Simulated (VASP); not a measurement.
A convergence study with VASP on Fe (bcc): a few settings are varied, all else stays as given below, so the limit is that of these other settings. The cell's lengths are 1 % over those of the tabulated start, so it is off equilibrium.

```
Fe
1.0
   -1.44935     1.44935     1.44935
    1.44935    -1.44935     1.44935
    1.44935     1.44935    -1.44935
Fe
1
Cartesian
  0.00000   0.00000   0.00000
```
Starting moments (μB, in the order of the record's atoms Fe): 2.5.

Method: PBE GGA, VASP's PBE PAW potentials (set 64) (plane waves; VASP). The last row used: 550 eV cut-off, 15×15×15 Γ-centred mesh, first-order Methfessel-Paxton smearing of 0.10 eV, potentials Fe.

| setting | E (eV/atom) | pressure (GPa) | moment (μB) | electronic steps |
|---|---|---|---|---|
| ALGO = Normal, EDIFF = 1E-2 | -8.2171 | -1.01 | 2.285 | 8 |
| ALGO = Normal, EDIFF = 1E-3 | -8.2107 | -14.40 | 2.289 | 10 |
| ALGO = Normal, EDIFF = 1E-4 | -8.2108 | -12.49 | 2.287 | 11 |
| ALGO = Normal, EDIFF = 1E-5 | -8.2108 | -11.67 | 2.287 | 12 |
| ALGO = Normal, EDIFF = 1E-6 | -8.2108 | -11.58 | 2.287 | 13 |
| ALGO = Normal, EDIFF = 1E-7 | -8.2108 | -11.52 | 2.287 | 15 |
| ALGO = Normal, EDIFF = 1E-8 | -8.2108 | -11.52 | 2.287 | 16 |
| ALGO = Normal, EDIFF = 1E-9 | -8.2108 | -11.52 | 2.287 | 19 |
| ALGO = Fast, EDIFF = 1E-2 | -8.2164 | 4.90 | 2.291 | 8 |
| ALGO = Fast, EDIFF = 1E-3 | -8.2107 | -12.37 | 2.293 | 10 |
| ALGO = Fast, EDIFF = 1E-4 | -8.2108 | -12.71 | 2.287 | 11 |
| ALGO = Fast, EDIFF = 1E-5 | -8.2108 | -11.94 | 2.287 | 12 |
| ALGO = Fast, EDIFF = 1E-6 | -8.2108 | -11.20 | 2.287 | 13 |
| ALGO = Fast, EDIFF = 1E-7 | -8.2108 | -11.53 | 2.287 | 16 |
| ALGO = Fast, EDIFF = 1E-8 | -8.2108 | -11.51 | 2.287 | 17 |
| ALGO = Fast, EDIFF = 1E-9 | -8.2108 | -11.52 | 2.287 | 19 |
| ALGO = All, EDIFF = 1E-2 | -8.2056 | -8.63 | 2.269 | 11 |
| ALGO = All, EDIFF = 1E-3 | -8.2102 | -12.07 | 2.275 | 13 |
| ALGO = All, EDIFF = 1E-4 | -8.2107 | -11.68 | 2.280 | 15 |
| ALGO = All, EDIFF = 1E-5 | -8.2108 | -11.44 | 2.286 | 18 |
| ALGO = All, EDIFF = 1E-6 | -8.2108 | -11.52 | 2.287 | 20 |
| ALGO = All, EDIFF = 1E-7 | -8.2108 | -11.52 | 2.287 | 22 |
| ALGO = All, EDIFF = 1E-8 | -8.2108 | -11.53 | 2.287 | 23 |
| ALGO = All, EDIFF = 1E-9 | -8.2108 | -11.52 | 2.287 | 24 |

Left out are rungs that failed or repeat a setting and relaxations that didn't move; long series are thinned to 24 rows.

The compound is Fe in the bcc structure. The cell was not relaxed at this level. The spin order is the one that the start imposed; others were not tried in this run.
